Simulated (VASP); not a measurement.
# H3PtC3 (Pm-3m) in VASP: notebook

One crystal, H3PtC3, is run at these levels: PBE; tasks: single point, relaxation of cell and atoms.

Everything below comes from runs of VASP 6.6.1. Logs are shortened: lines on timing, memory, paths and dates and some standing lists are left out, and cuts for length are marked.

## 1. The cell of the first run

It takes space group Pm-3m (No. 221, cubic). The conventional cell has a = 3.995 Å, b = 3.995 Å, c = 3.995 Å, α = 90.00°, β = 90.00°, γ = 90.00°. Around H (site symmetry 4/mmm) lie 4 C at 2.00 Å. Pt (site symmetry m-3m) has 6 C at 2.00 Å as nearest neighbours. C (site symmetry 4/mmm) has 4 H at 2.00 Å and 2 Pt at 2.00 Å as nearest neighbours.

The cell was built by a generator and needn't be a form met in nature.

## 2. Single point, PBE (species swapped into the La3GaBr3 type (Pm-3m, No. 221))

INCAR reads:

```
SYSTEM = H3PtC3
  ALGO = Normal
  EDIFF = 1E-6
  ENCUT = 520
  GGA = PE
  ISIF = 2
  ISMEAR = 0
  LASPH = .TRUE.
  LCHARG = .FALSE.
  LREAL = .FALSE.
  LWAVE = .FALSE.
  NBANDS = 22
  NELM = 80
  PREC = Accurate
  SIGMA = 0.1
```

KPOINTS reads:

```
k-points
0
G
  10 10 10
  0 0 0
```

POSCAR reads:

```
H3PtC3
1.0
    3.9949528101      0.0000000000      0.0000000000
    0.0000000000      3.9949528101      0.0000000000
    0.0000000000      0.0000000000      3.9949528101
H Pt C
3 1 3
Direct
    0.5000000000      0.0000000000      0.0000000000
    0.0000000000      0.5000000000      0.0000000000
    0.0000000000      0.0000000000      0.5000000000
    0.5000000000      0.5000000000      0.5000000000
    0.5000000000      0.5000000000      0.0000000000
    0.0000000000      0.5000000000      0.5000000000
    0.5000000000      0.0000000000      0.5000000000
```

Potentials or basis: VASP PAW PBE potentials, release 64 (H, Pt, C).

Started as:

```bash
cat potpaw_PBE.64/H/POTCAR potpaw_PBE.64/Pt/POTCAR potpaw_PBE.64/C/POTCAR > POTCAR
mpirun -np 1 vasp_std > vasp.out
```

OUTCAR:

```text
SYSTEM = H3PtC3
   EDIFF = 1E-6
   ENCUT = 520
   GGA = PE
   ISIF = 2
   ISMEAR = 0
   LASPH = .TRUE.
   LREAL = .FALSE.
   NELM = 80
   PREC = Accurate

 ion  position               nearest neighbor table
   1  0.500  0.000  0.000-
   2  0.000  0.500  0.000-
   3  0.000  0.000  0.500-
   4  0.500  0.500  0.500-   5 2.00   6 2.00   7 2.00   5 2.00   7 2.00   6 2.00
   5  0.500  0.500  0.000-   4 2.00   4 2.00
   6  0.000  0.500  0.500-   4 2.00   4 2.00
   7  0.500  0.000  0.500-   4 2.00   4 2.00

  LATTYP: Found a simple cubic cell.
 ALAT       =     3.9949528101

  Lattice vectors:

 A1 = (   3.9949528101,   0.0000000000,   0.0000000000)
 A2 = (   0.0000000000,   3.9949528101,   0.0000000000)
 A3 = (   0.0000000000,   0.0000000000,   3.9949528101)

Analysis of symmetry for initial positions (statically):
=====================================================================
 Subroutine PRICEL returns:
 Original cell was already a primitive cell.

 Routine SETGRP: Setting up the symmetry group for a
 simple cubic supercell.

 Subroutine GETGRP returns: Found 48 space group operations
 (whereof 48 operations were pure point group operations)
 out of a pool of 48 trial point group operations.

The static configuration has the point symmetry O_h .

Analysis of symmetry for dynamics (positions and initial velocities):
=====================================================================
 Subroutine PRICEL returns:
 Original cell was already a primitive cell.

 Routine SETGRP: Setting up the symmetry group for a
 simple cubic supercell.

 Subroutine GETGRP returns: Found 48 space group operations
 (whereof 48 operations were pure point group operations)
 out of a pool of 48 trial point group operations.

The dynamic configuration has the point symmetry O_h .

 Subroutine INISYM returns: Found 48 space group operations
 (whereof 48 operations are pure point group operations),
 and found     1 'primitive' translations

----------------------------------------------------------------------------------------

                                     Primitive cell

  volume of cell :      63.7580

[... 93 lines left out ...]
   LNONCOLLINEAR =      F non collinear calculations
   LSORBIT =      F    spin-orbit coupling
   LASPH  =      T    aspherical Exc in radial PAW
   ENCUT  =  520.0 eV  38.22 Ry    6.18 a.u.   7.43  7.43  7.43*2*pi/ulx,y,z
   NELM   =     80;   NELMIN=  2; NELMDL= -5     # of ELM steps
   EDIFF  = 0.1E-05   stopping-criterion for ELM
   LREAL  =      F    real-space projection
   EDIFFG = 0.1E-04   stopping-criterion for IOM
   NSW    =      0    number of steps for IOM
   IBRION =     -1    ionic relax: 0-MD 1-quasi-New 2-CG
   NFREE  =      0    steps in history (QN), initial steepest desc. (CG)
   ISIF   =      2    stress and relaxation
   ISYM   =      2    0-nonsym 1-usesym 2-fastsym
   POTIM  = 0.5000    time-step for ionic-motion
   TEBEG  =    0.0;   TEEND  =   0.0 temperature during run
   PSTRESS=    0.0 pullay stress
   NELECT =      25.0000    total number of electrons
   NUPDOWN=      -1.0000    fix difference up-down
   EMIN   =  10.00;   EMAX   =-10.00  energy-range for DOS
   EFERMI =   0.00;   METHOD = LEGACY
   ISMEAR =     0;   SIGMA  =   0.10  broadening in eV -4-tet -1-fermi 0-gaus
   EFERMI_NEDOS =   21; number of points for ismear=-14 and -15
   IALGO  =     38    algorithm
   IMIX   =      4    mixing-type and parameters
     AMIX     =   0.40;   BMIX     =  1.00
     AMIX_MAG =   1.60;   BMIX_MAG =  1.00
  volume/ion in A,a.u.               =       9.11        61.47
  Fermi-wavevector in a.u.,A,eV,Ry     =   1.198238  2.264342 19.534904  1.435775
  Thomas-Fermi vector in A             =   2.334132
   LORBIT       =      0    0 simple, 1 ext, 2 COOP (PROOUT), +10 PAW based schemes
   GGA     = PE    functional components
   LHFCALC =     F    Hartree Fock is set to
   AEXX    =    0.0000 exact exchange contribution
   IVDW    =     0    specifies the selected vdW correction
   LEPSILON=     F    determine dielectric tensor
   LRPA    =     F    only Hartree local field effects (RPA)
 non-spin polarized calculation
 Gauss-broadening in eV      SIGMA  =   0.10
  energy-cutoff  :      520.00
  volume of cell :       63.76
 maximum number of plane-waves:      1743
 NGX is ok and might be reduce to    30
   NGX = 15   NGY = 15   NGZ = 15

 number of electron      24.9999998 magnetization

 Free energy of the ion-electron system (eV)
  ---------------------------------------------------
  ext. energy  EPLUGINS =         0.00000000
  ---------------------------------------------------
  free energy    TOTEN  =       -29.72426952 eV

  energy without entropy =      -29.71289675  energy(sigma->0) =      -29.71858313

 E-fermi :   4.4226     XC(G=0): -10.4752

 val. band max:        4.4071761772   @ k =   0.1000   0.0000   0.0000
 cond. band min:       4.4407926728   @ k =   0.3000   0.0000   0.0000
 fundamental gap:      0.0336164956
 Fermi energy:         4.4226049214

 k-point     1 :       0.0000    0.0000    0.0000
  band No.  band energies     occupation
      1     -10.0062      2.00000
      2      -7.4555      2.00000
      3      -7.4555      2.00000
      4      -0.6252      2.00000
      5      -0.6252      2.00000
      6      -0.6252      2.00000
[... 589 lines left out ...]
     21      13.9231      0.00000
     22      16.5953      0.00000

 [... further k-points ...]
[... 5 lines left out ...]
  --------------------------------------------------------------------------------------
  -------------------------------------------------------------------------------------
  Total       -0.0484050     -0.0484050     -0.0484050      0.0000000      0.0000000      0.0000000
  in kB       -1.2163717     -1.2163717     -1.2163717      0.0000000      0.0000000      0.0000000
  external PRESSURE =      -1.2163717 kB  Pullay stress =       0.0000000 kB

 VOLUME and BASIS-vectors are now :
 -----------------------------------------------------------------------------
  energy-cutoff  :      520.00
  volume of cell :       63.76
      direct lattice vectors                 reciprocal lattice vectors
     3.994952810  0.000000000  0.000000000     0.250315848  0.000000000  0.000000000
     0.000000000  3.994952810  0.000000000     0.000000000  0.250315848  0.000000000
     0.000000000  0.000000000  3.994952810     0.000000000  0.000000000  0.250315848

 POSITION                                       TOTAL-FORCE (eV/Angst)
 -----------------------------------------------------------------------------------
      1.99748      0.00000      0.00000         0.000000      0.000000      0.000000
      0.00000      1.99748      0.00000         0.000000      0.000000      0.000000
      0.00000      0.00000      1.99748         0.000000      0.000000      0.000000
      1.99748      1.99748      1.99748         0.000000      0.000000      0.000000
      1.99748      1.99748      0.00000         0.000000      0.000000      0.000000
      0.00000      1.99748      1.99748         0.000000      0.000000      0.000000
      1.99748      0.00000      1.99748         0.000000      0.000000      0.000000
 -----------------------------------------------------------------------------------
    total drift:                                0.000000      0.000000     -0.000000

  FREE ENERGIE OF THE ION-ELECTRON SYSTEM (eV)
  ---------------------------------------------------
  free  energy   TOTEN  =       -29.7242695183 eV

  energy  without entropy=      -29.7128967462  energy(sigma->0) =      -29.71858313
```

OSZICAR:

```text
N       E                     dE             d eps       ncg     rms          rms(c)
DAV:   1     0.896438422953E+02    0.89644E+02   -0.11665E+04  2464   0.101E+03
DAV:   2    -0.276034915892E+02   -0.11725E+03   -0.11159E+03  3072   0.202E+02
DAV:   3    -0.333706034536E+02   -0.57671E+01   -0.56383E+01  2808   0.427E+01
DAV:   4    -0.334386476261E+02   -0.68044E-01   -0.68003E-01  2898   0.522E+00
DAV:   5    -0.334396224167E+02   -0.97479E-03   -0.97476E-03  2918   0.620E-01    0.301E+01
DAV:   6    -0.313152148149E+02    0.21244E+01   -0.38899E+01  2602   0.400E+01    0.213E+01
DAV:   7    -0.297669903552E+02    0.15482E+01   -0.49819E+00  2578   0.202E+01    0.584E+00
DAV:   8    -0.297484144385E+02    0.18576E-01   -0.33727E-01  2752   0.339E+00    0.280E+00
DAV:   9    -0.297238025997E+02    0.24612E-01   -0.49800E-02  2722   0.187E+00    0.220E-01
DAV:  10    -0.297240972584E+02   -0.29466E-03   -0.41555E-03  2890   0.379E-01    0.866E-02
DAV:  11    -0.297242386088E+02   -0.14135E-03   -0.15139E-04  2746   0.676E-02    0.621E-02
DAV:  12    -0.297242650290E+02   -0.26420E-04   -0.45894E-05  2746   0.522E-02    0.668E-03
DAV:  13    -0.297242686485E+02   -0.36195E-05   -0.57242E-06  2778   0.153E-02    0.496E-03
DAV:  14    -0.297242695183E+02   -0.86979E-06   -0.21611E-06  2520   0.751E-03
   1 F= -.29724270E+02 E0= -.29718583E+02  d E =-.113728E-01
```

It took 36 s on 1 thread of Intel Xeon 6975P-C (Granite Rapids), shared host; peak memory 0.21 GiB.

Results:

```yaml
Free_energy: -29.7243 eV
Pressure: -0.1 GPa
Band_gap_on_the_k_mesh: none (metal or under the smearing width)
```

## 3. Relaxation of cell and atoms, PBE (species swapped into the La3GaBr3 type (Pm-3m, No. 221))

INCAR reads:

```
SYSTEM = H3PtC3
PREC = Accurate
ENCUT = 600
EDIFF = 1E-6
ISMEAR = 0
SIGMA = 0.1
LREAL = .False.
LASPH = .True.
NELM = 60
ALGO = Normal
ISIF = 3
LWAVE = .False.
LCHARG = .False.
GGA = PE
IBRION = 2
NSW = 100
EDIFFG = -0.01
```

KPOINTS reads:

```
regular mesh
0
Gamma
  10 10 10
  0 0 0
```

Edit POSCAR of step 2 so:

```diff
@@ -2,5 +2,5 @@
 1.0
-    3.9949528101      0.0000000000      0.0000000000
-    0.0000000000      3.9949528101      0.0000000000
-    0.0000000000      0.0000000000      3.9949528101
+    3.9890471484      0.0000000000      0.0000000000
+    0.0000000000      3.9890471484      0.0000000000
+    0.0000000000      0.0000000000      3.9890471484
 H Pt C
```

Potentials or basis: VASP PAW PBE potentials, release 64 (H, Pt, C).

Started as:

```bash
cat potpaw_PBE.64/H/POTCAR potpaw_PBE.64/Pt/POTCAR potpaw_PBE.64/C/POTCAR > POTCAR
mpirun -np 1 vasp_std > vasp.out
```

OUTCAR:

```text
SYSTEM = H3PtC3
   PREC = Accurate
   ENCUT = 600
   EDIFF = 1E-6
   ISMEAR = 0
   LREAL = .False.
   LASPH = .True.
   NELM = 60
   ISIF = 3
   GGA = PE
   IBRION = 2
   NSW = 100
   EDIFFG = -0.01

 ion  position               nearest neighbor table
   1  0.500  0.000  0.000-
   2  0.000  0.500  0.000-
   3  0.000  0.000  0.500-
   4  0.500  0.500  0.500-   5 1.99   6 1.99   7 1.99   5 1.99   7 1.99   6 1.99
   5  0.500  0.500  0.000-   4 1.99   4 1.99
   6  0.000  0.500  0.500-   4 1.99   4 1.99
   7  0.500  0.000  0.500-   4 1.99   4 1.99

  LATTYP: Found a simple cubic cell.
 ALAT       =     3.9890471484

  Lattice vectors:

 A1 = (   3.9890471484,   0.0000000000,   0.0000000000)
 A2 = (   0.0000000000,   3.9890471484,   0.0000000000)
 A3 = (   0.0000000000,   0.0000000000,   3.9890471484)

Analysis of symmetry for initial positions (statically):
=====================================================================
 Subroutine PRICEL returns:
 Original cell was already a primitive cell.

 Routine SETGRP: Setting up the symmetry group for a
 simple cubic supercell.

 Subroutine GETGRP returns: Found 48 space group operations
 (whereof 48 operations were pure point group operations)
 out of a pool of 48 trial point group operations.

The static configuration has the point symmetry O_h .

Analysis of symmetry for dynamics (positions and initial velocities):
=====================================================================
 Subroutine PRICEL returns:
 Original cell was already a primitive cell.

 Routine SETGRP: Setting up the symmetry group for a
 simple cubic supercell.

 Subroutine GETGRP returns: Found 48 space group operations
 (whereof 48 operations were pure point group operations)
 out of a pool of 48 trial point group operations.

The dynamic configuration has the point symmetry O_h .

[... 137 lines left out ...]
   LEPSILON=     F    determine dielectric tensor
   LRPA    =     F    only Hartree local field effects (RPA)
 conjugate gradient relaxation of ions
 non-spin polarized calculation
 Gauss-broadening in eV      SIGMA  =   0.10
  energy-cutoff  :      600.00
  volume of cell :       63.48
 maximum number of plane-waves:      2176
 NGX is ok and might be reduce to    32
   NGX = 15   NGY = 15   NGZ = 15

--------------------------------------- Ionic step        1  -------------------------------------------

 number of electron      25.0000004 magnetization

 Free energy of the ion-electron system (eV)
  ---------------------------------------------------
  ext. energy  EPLUGINS =         0.00000000
  ---------------------------------------------------
  free energy    TOTEN  =       -29.72443739 eV

  energy without entropy =      -29.71306402  energy(sigma->0) =      -29.71875070

------------------------ aborting loop because EDIFF is reached ----------------------------------------

  FORCE on cell =-STRESS in cart. coord.  units (eV):
  Direction    XX          YY          ZZ          XY          YZ          ZX
  --------------------------------------------------------------------------------------
  -------------------------------------------------------------------------------------
  Total        0.2467179      0.2467179      0.2467179      0.0000000      0.0000000     -0.0000000
  in kB        6.2273563      6.2273563      6.2273563      0.0000000      0.0000000     -0.0000000
  external PRESSURE =       6.2273563 kB  Pullay stress =       0.0000000 kB
[... 69 lines left out ...]
--------------------------------------- Ionic step        3  -------------------------------------------

 number of electron      25.0000004 magnetization

 Free energy of the ion-electron system (eV)
  ---------------------------------------------------
  ext. energy  EPLUGINS =         0.00000000
  ---------------------------------------------------
  free energy    TOTEN  =       -29.72486908 eV

  energy without entropy =      -29.71349824  energy(sigma->0) =      -29.71918366

 E-fermi :   4.4311     XC(G=0): -10.4788

 val. band max:        4.4157908586   @ k =   0.1000   0.0000   0.0000
 cond. band min:       4.4488757594   @ k =   0.3000   0.0000   0.0000
 fundamental gap:      0.0330849008
 Fermi energy:         4.4310878410

 k-point     1 :       0.0000    0.0000    0.0000
  band No.  band energies     occupation
      1     -10.0050      2.00000
      2      -7.4530      2.00000
      3      -7.4530      2.00000
      4      -0.6210      2.00000
      5      -0.6210      2.00000
      6      -0.6210      2.00000
[... 433 lines left out ...]
      3      -7.1234      2.00000
      4      -2.7864      2.00000
      5      -1.7671      2.00000
      6      -1.6144      2.00000
[... 8 lines left out ...]
     15       4.8507      0.00000
     16       5.4113      0.00000

 [... further k-points ...]

------------------------ aborting loop because EDIFF is reached ----------------------------------------

  FORCE on cell =-STRESS in cart. coord.  units (eV):
  Direction    XX          YY          ZZ          XY          YZ          ZX
  --------------------------------------------------------------------------------------
  -------------------------------------------------------------------------------------
  Total        0.0137542      0.0137542      0.0137542     -0.0000000     -0.0000000      0.0000000
  in kB        0.3459231      0.3459231      0.3459231     -0.0000000     -0.0000000      0.0000000
  external PRESSURE =       0.3459231 kB  Pullay stress =       0.0000000 kB
[... 22 lines left out ...]
  FREE ENERGIE OF THE ION-ELECTRON SYSTEM (eV)
  ---------------------------------------------------
  free  energy   TOTEN  =       -29.7248690817 eV

  energy  without entropy=      -29.7134982416  energy(sigma->0) =      -29.71918366

 reached required accuracy - stopping structural energy minimisation
```

OSZICAR:

```text
N       E                     dE             d eps       ncg     rms          rms(c)
DAV:   1     0.118604931768E+03    0.11860E+03   -0.13206E+04  1792   0.156E+03
DAV:   2    -0.261637372776E+02   -0.14477E+03   -0.14290E+03  2336   0.269E+02
[... 21 lines left out ...]
   2 F= -.29724799E+02 E0= -.29719113E+02  d E =-.361362E-03
       N       E                     dE             d eps       ncg     rms          rms(c)
DAV:   1    -0.297252383455E+02   -0.43944E-03   -0.68900E-03  2304   0.782E-01    0.119E-01
DAV:   2    -0.297249172426E+02    0.32110E-03   -0.29353E-03  2328   0.493E-01    0.898E-02
DAV:   3    -0.297248728928E+02    0.44350E-04   -0.23795E-04  2272   0.142E-01    0.403E-02
DAV:   4    -0.297248689817E+02    0.39111E-05   -0.27860E-05  1992   0.341E-02    0.105E-02
DAV:   5    -0.297248690817E+02   -0.10004E-06   -0.52513E-06  1888   0.190E-02
   3 F= -.29724869E+02 E0= -.29719184E+02  d E =-.431693E-03
```

It took 46 s on 1 thread of Intel Xeon 6975P-C (Granite Rapids), shared host; peak memory 0.23 GiB.

Results:

```yaml
Free_energy: -29.7249 eV
Relaxed_volume: 9.10 Å³/atom
Relaxed_cell: a = 3.994 Å, b = 3.994 Å, c = 3.994 Å, α = 90.00°, β = 90.00°, γ = 90.00°
Space_group_after_relaxing_to_0.05_Å: Pm-3m (No. 221)
Energy_gained_by_relaxing: 0.1 meV/atom
Ionic_steps: 3
Pressure_after_relaxing: 0.0 GPa
```

Step by step:
| step | energy change (eV) | largest force (eV/Å) | pressure (GPa) | volume (Å³) |
| --- | --- | --- | --- | --- |
| 1 | 0.0000 | 0.0000 | 0.62 | 63.48 |
| 2 | -0.0004 | 0.0000 | -0.23 | 63.80 |
| 3 | -0.0004 | 0.0000 | 0.03 | 63.70 |

Final structure:
```
CELL_PARAMETERS angstrom
3.99382 0.00000 0.00000
0.00000 3.99382 0.00000
0.00000 0.00000 3.99382
ATOMIC_POSITIONS crystal
H 0.50000 0.00000 0.00000
H 0.00000 0.50000 0.00000
H 0.00000 0.00000 0.50000
Pt 0.50000 0.50000 0.50000
C 0.50000 0.50000 0.00000
C 0.00000 0.50000 0.50000
C 0.50000 0.00000 0.50000
```

Levels at points of the mesh, in eV from the Fermi level:
| k point | band 10 | band 11 | band 12 | band 13 | band 14 | band 15 |
| --- | --- | --- | --- | --- | --- | --- |
| (0.00, 0.00, 0.00) | -1.32 | -1.32 | -0.68 | -0.50 | -0.50 | -0.50 |
| (0.50, 0.00, 0.00) | -3.39 | -3.19 | -0.44 | 0.14 | 0.14 | 0.24 |
| (0.50, 0.50, 0.00) | -3.23 | -2.35 | -2.10 | 1.14 | 1.14 | 1.56 |
| (0.50, 0.50, 0.50) | -1.99 | -1.99 | -1.99 | 1.60 | 1.60 | 1.60 |

Caveat: the bands computed are all filled at some k points, so no gap is given.

(Part 1 of 2 ends here.)
